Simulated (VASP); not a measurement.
**Mg2PbN2: optical spectrum with vdW-DF2**

Crystal: Mg2PbN2.

```
Pb Mg N
1.0
     3.62686    0.00000    0.00000
    -1.81343    3.14096    0.00000
     0.00000    0.00000    6.56589
Pb Mg N
1 2 2
Direct
  0.00000 0.00000 0.50000
  0.33333 0.66667 0.86122
  0.66667 0.33333 0.13878
  0.33333 0.66667 0.20255
  0.66667 0.33333 0.79746
```

The cell comes from a database or a generator and needn't be the stable form of this composition.

| Property | Result |
| --- | --- |
| Program | VASP 6.6.1 |
| Task | optical spectrum |
| Functional | vdW-DF2 |
| Potentials or basis | VASP PAW PBE potentials, release 64 (Pb, Mg, N) |
| Cutoff | 700 eV |
| k mesh | 7 × 7 × 3 |
| Occupations | fermi-dirac, width 0.05 eV |
| Spin | spin-orbit coupling, no magnetisation |
| Further INCAR settings | ALGO = Fast; EDIFF = 1e-06; NBANDS = 66 |

```yaml
Pressure: 3.4 GPa
Largest_force: 0.290 eV/Å
Valence_electrons_inside_the_program's_atomic_spheres: Pb 3.03; Mg 0.42; N 3.62
```

Forces on the atoms (eV/Å):
```
Pb   0.000  0.000  0.000
Mg   0.000  0.000  0.047
Mg   0.000  0.000 -0.047
N    0.000  0.000 -0.290
N    0.000  0.000  0.290
```

Stress tensor (GPa, compression positive):
```
2.94 0.00 0.00
0.00 2.94 0.00
0.00 0.00 4.26
```

Dielectric function (mean over the directions given):
```csv
energy (eV),real part,imaginary part
0.26,13.84,0.13
0.70,15.00,0.46
1.22,20.02,3.79
1.74,16.05,11.78
2.26,8.01,22.68
2.70,1.80,12.59
3.22,4.28,7.74
3.74,0.92,10.11
4.26,2.26,7.39
4.79,1.84,7.72
5.22,-1.47,6.74
5.74,-0.39,5.47
6.27,-1.40,4.67
6.79,-1.29,3.63
7.31,-0.68,2.70
7.75,-0.07,3.12
8.27,0.44,2.54
8.79,-0.19,3.04
9.31,-0.34,3.32
9.83,-0.69,2.38
10.27,0.08,2.47
10.79,-0.89,2.43
11.31,-1.21,2.50
11.84,-1.18,1.82
12.36,-1.31,1.43
12.79,-0.91,1.15
13.32,-0.99,0.97
13.84,-0.75,0.69
14.36,-0.51,0.60
14.88,-0.45,0.46
15.32,-0.29,0.37
15.84,-0.15,0.38
16.36,-0.05,0.36
16.88,0.02,0.32
17.41,0.07,0.30
17.84,0.13,0.26
18.36,0.23,0.25
18.89,0.25,0.29
19.41,0.27,0.27
19.93,0.32,0.27
```

Run time: 5 min on 1 thread of AMD EPYC 9R45 96-Core Processor (Zen 5) (shared host), peak memory 1 GiB.

Caveat: spectra need much finer meshes, so this one isn't converged; independent-particle spectra lack excitons; the PAW data sets were made with another functional, which shifts forces and pressure a little.
